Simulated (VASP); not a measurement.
Output of a VASP run:

OUTCAR:
```
 ion  position               nearest neighbor table
   1  0.667  0.333  0.500-   4 1.97   4 1.97   4 1.97   3 1.99
   2  0.333  0.667  0.000-   3 1.97   3 1.97   3 1.97   4 1.99
   3  0.667  0.333  0.882-   2 1.97   2 1.97   2 1.97   1 1.99
   4  0.333  0.667  0.382-   1 1.97   1 1.97   1 1.97   2 1.99
  LATTYP: Found a hexagonal cell.
 ALAT       =     3.2437234244
 C/A-ratio  =     1.6034781973
 Subroutine PRICEL returns:
 Original cell was already a primitive cell.
 Subroutine GETGRP returns: Found 12 space group operations
The static configuration has the point symmetry C_3v.
 The point group associated with its full space group is C_6v.
The dynamic configuration has the point symmetry C_3v.
 Subroutine INISYM returns: Found 12 space group operations
 Subroutine IBZKPT returns following result:
 Found     24 irreducible k-points:

 Following reciprocal coordinates:
            Coordinates               Weight
  0.000000  0.000000  0.000000      1.000000
  0.142857 -0.000000  0.000000      6.000000
  0.285714 -0.000000  0.000000      6.000000
  0.428571  0.000000  0.000000      6.000000
  0.142857  0.142857  0.000000      6.000000
  0.285714  0.142857  0.000000     12.000000
  0.428571  0.142857  0.000000      6.000000
  0.285714  0.285714  0.000000      6.000000
  0.000000  0.000000  0.250000      2.000000
  0.142857 -0.000000  0.250000     12.000000
  0.285714 -0.000000  0.250000     12.000000
  0.428571  0.000000  0.250000     12.000000
  0.142857  0.142857  0.250000     12.000000
  0.285714  0.142857  0.250000     24.000000
  0.428571  0.142857  0.250000     12.000000
  0.285714  0.285714  0.250000     12.000000
  0.000000  0.000000  0.500000      1.000000
  0.142857 -0.000000  0.500000      6.000000
  0.285714 -0.000000  0.500000      6.000000
  0.428571  0.000000  0.500000      6.000000
  0.142857  0.142857  0.500000      6.000000
  0.285714  0.142857  0.500000     12.000000
  0.428571  0.142857  0.500000      6.000000
  0.285714  0.285714  0.500000      6.000000
   k-points           NKPTS =     24   k-points in BZ     NKDIM =     24   number of bands    NBANDS=     22
   number of dos      NEDOS =    301   number of ions     NIONS =      4
   total plane-waves  NPLWV =  23040
   dimension x,y,z NGX =    24 NGY =   24 NGZ =   40
   dimension x,y,z NGXF=    48 NGYF=   48 NGZF=   80
   ions per type =               2   2
   PREC   = accura    normal or accurate (medium, high low for compatibility)
   ISTART =      0    job   : 0-new  1-cont  2-samecut
   ICHARG =      2    charge: 1-file 2-atom 10-const
   ISPIN  =      1    spin polarized calculation?
   LNONCOLLINEAR =      F non collinear calculations
   LSORBIT =      F    spin-orbit coupling
   INIWAV =      1    electr: 0-lowe 1-rand  2-diag
   ENCUT  =  520.0 eV  38.22 Ry    6.18 a.u.   6.03  6.03  9.67*2*pi/ulx,y,z
   NELM   =    100;   NELMIN=  2; NELMDL= -5     # of ELM steps
   EDIFF  = 0.1E-05   stopping-criterion for ELM
   LREAL  =      F    real-space projection
   NLSPLINE    = F    spline interpolate recip. space projectors
   LMAXMIX     =    4 max onsite mixed and CHGCAR
   VOSKOWN=      0    Vosko Wilk Nusair interpolation
   EDIFFG = -.2E-01   stopping-criterion for IOM
   NSW    =     60    number of steps for IOM
   NBLOCK =      1;   KBLOCK =     60    inner block; outer block
   IBRION =      2    ionic relax: 0-MD 1-quasi-New 2-CG
   NFREE  =      1    steps in history (QN), initial steepest desc. (CG)
   ISIF   =      3    stress and relaxation
   ISYM   =      2    0-nonsym 1-usesym 2-fastsym
   TEIN   =    0.0    initial temperature
   TEBEG  =    0.0;   TEEND  =   0.0 temperature during run
   SMASS  =  -3.00    Nose mass-parameter (am)
   PSTRESS=    0.0 pullay stress
   NELECT =      36.0000    total number of electrons
   EFERMI =   0.00;   METHOD = LEGACY
   ISMEAR =     0;   SIGMA  =   0.05  broadening in eV -4-tet -1-fermi 0-gaus
   IALGO  =     38    algorithm
   LDIAG  =      T    sub-space diagonalisation (order eigenvalues)
...
```

File OSZICAR:
```
...
DAV:  15    -0.107344333968E+02   -0.26177E-04   -0.62018E-04  1336   0.275E-01    0.645E-02
DAV:  16    -0.107343047635E+02    0.12863E-03   -0.42790E-04  1348   0.192E-01    0.627E-03
DAV:  17    -0.107343869335E+02   -0.82170E-04   -0.35493E-05  1068   0.733E-02    0.475E-03
DAV:  18    -0.107343364193E+02    0.50514E-04   -0.55462E-06  1104   0.337E-02    0.252E-03
DAV:  19    -0.107343542839E+02   -0.17865E-04   -0.92872E-07   732   0.275E-02    0.110E-03
DAV:  20    -0.107343450974E+02    0.91866E-05   -0.13823E-07   528   0.638E-03    0.520E-04
DAV:  21    -0.107343526933E+02   -0.75959E-05   -0.13764E-07   528   0.754E-03    0.583E-04
DAV:  22    -0.107343496307E+02    0.30626E-05   -0.28805E-08   528   0.385E-03    0.250E-04
DAV:  23    -0.107343505406E+02   -0.90988E-06   -0.71836E-09   528   0.165E-03
   1 F= -.10734351E+02 E0= -.10734351E+02  d E =-.107344E+02
       N       E                     dE             d eps       ncg     rms          rms(c)
DAV:   1    -0.108074800854E+02   -0.73130E-01   -0.12619E+00  1212   0.228E+01    0.202E+00
DAV:   2    -0.107412243988E+02    0.66256E-01   -0.21160E-01  1360   0.101E+01    0.780E-01
DAV:   3    -0.107373641682E+02    0.38602E-02   -0.11339E-02  1206   0.284E+00    0.407E-01
DAV:   4    -0.107307528336E+02    0.66113E-02   -0.44734E-03  1614   0.122E+00    0.337E-02
DAV:   5    -0.107347265213E+02   -0.39737E-02   -0.47592E-03  1232   0.101E+00    0.530E-02
DAV:   6    -0.107349551348E+02   -0.22861E-03   -0.14193E-04  1248   0.138E-01    0.344E-02
DAV:   7    -0.107352774183E+02   -0.32228E-03   -0.11555E-04  1056   0.149E-01    0.182E-02
DAV:   8    -0.107353397869E+02   -0.62369E-04   -0.47503E-05  1360   0.929E-02    0.807E-03
DAV:   9    -0.107353300334E+02    0.97535E-05   -0.67278E-06  1186   0.395E-02    0.540E-03
DAV:  10    -0.107353461531E+02   -0.16120E-04   -0.89549E-06  1260   0.478E-02    0.233E-03
DAV:  11    -0.107353352111E+02    0.10942E-04   -0.89002E-07   552   0.199E-02    0.835E-04
DAV:  12    -0.107353380325E+02   -0.28214E-05   -0.15448E-07   528   0.550E-03    0.245E-04
DAV:  13    -0.107353375945E+02    0.43807E-06   -0.24713E-08   528   0.366E-03
   2 F= -.10735338E+02 E0= -.10735338E+02  d E =-.987054E-03
       N       E                     dE             d eps       ncg     rms          rms(c)
DAV:   1    -0.107482679182E+02   -0.12930E-01   -0.20849E-01  1212   0.917E+00    0.832E-01
DAV:   2    -0.107369570936E+02    0.11311E-01   -0.36848E-02  1328   0.429E+00    0.313E-01
DAV:   3    -0.107364912282E+02    0.46587E-03   -0.18435E-03  1290   0.106E+00    0.163E-01
DAV:   4    -0.107352075648E+02    0.12837E-02   -0.80858E-04  1654   0.506E-01    0.120E-02
DAV:   5    -0.107361278071E+02   -0.92024E-03   -0.77598E-04  1168   0.410E-01    0.212E-02
DAV:   6    -0.107361472180E+02   -0.19411E-04   -0.27038E-05  1248   0.603E-02    0.130E-02
DAV:   7    -0.107361750344E+02   -0.27816E-04   -0.19760E-05  1056   0.628E-02    0.732E-03
DAV:   8    -0.107361541066E+02    0.20928E-04   -0.74973E-06  1346   0.379E-02    0.327E-03
DAV:   9    -0.107361619351E+02   -0.78285E-05   -0.83662E-07   536   0.136E-02    0.169E-03
DAV:  10    -0.107361646902E+02   -0.27551E-05   -0.11905E-06   666   0.240E-02    0.160E-03
DAV:  11    -0.107361658140E+02   -0.11238E-05   -0.53755E-07   528   0.211E-02    0.685E-04
DAV:  12    -0.107361670565E+02   -0.12426E-05   -0.85394E-08   528   0.676E-03    0.151E-04
DAV:  13    -0.107361668001E+02    0.25639E-06   -0.52324E-08   528   0.299E-03
   3 F= -.10736167E+02 E0= -.10736167E+02  d E =-.181626E-02
```

OUTCAR:
```
------------------------ aborting loop because EDIFF is reached ----------------------------------------
  FORCE on cell =-STRESS in cart. coord.  units (eV):
  Direction    XX          YY          ZZ          XY          YZ          ZX
  --------------------------------------------------------------------------------------
  Total        0.0056828      0.0056828      0.0120652      0.0000000      0.0000000      0.0000000
  in kB        0.1904231      0.1904231      0.4042926      0.0000000      0.0000000      0.0000000
  external PRESSURE =       0.2617129 kB  Pullay stress =       0.0000000 kB
  volume of cell :       47.81
      direct lattice vectors                 reciprocal lattice vectors
     1.626916587 -2.817902627  0.000000000     0.307329831 -0.177436933  0.000000000
     1.626916587  2.817902627 -0.000000000     0.307329831  0.177436933  0.000000000
     0.000000000  0.000000000  5.214689017     0.000000000  0.000000000  0.191765990
  FREE ENERGIE OF THE ION-ELECTRON SYSTEM (eV)
  ---------------------------------------------------
  free  energy   TOTEN  =       -10.7361668001 eV

  energy  without entropy=      -10.7361668001  energy(sigma->0) =      -10.73616680

 reached required accuracy - stopping structural energy minimisation
```
(Selected blocks of OUTCAR.)

**POSCAR**
```
ZnO
1
    1.6218615238    -2.8091469972    -0.0000000000
    1.6218615238     2.8091469972     0.0000000000
   -0.0000000000    -0.0000000000     5.2012397891
Zn O
2 2
Direct
  0.6666670000   0.3333330000   0.5001701832
  0.3333330000   0.6666670000   0.0001701832
  0.6666670000   0.3333330000   0.8818298168
  0.3333330000   0.6666670000   0.3818298168
```

Task: Write an INCAR and KPOINTS that could have produced this output.

Result: One answer among several that fit: the input of the run itself, revTPSS meta-GGA, plane waves, VASP's PBE PAW potentials (set 64).

**KPOINTS**
```
Automatic mesh
0
G
7 7 4
```

### INCAR
```
ALGO = Normal
EDIFF = 1E-6
EDIFFG = -0.02
ENCUT = 520
IBRION = 2
ISIF = 3
ISMEAR = 0
LASPH = .TRUE.
LCHARG = .FALSE.
LMAXMIX = 4
LMIXTAU = .TRUE.
LREAL = .FALSE.
LWAVE = .FALSE.
METAGGA = RTPSS
NELM = 100
NSW = 60
PREC = Accurate
SIGMA = 0.05
SYSTEM = ZnO
```

POTCAR, in this order: Zn O (PBE.64 set). Program: vasp_std.

The compound is ZnO in the wurtzite structure. This run relaxes it. Symmetry was kept, so distortions that lower it aren't found. The start is the result of an earlier pass.
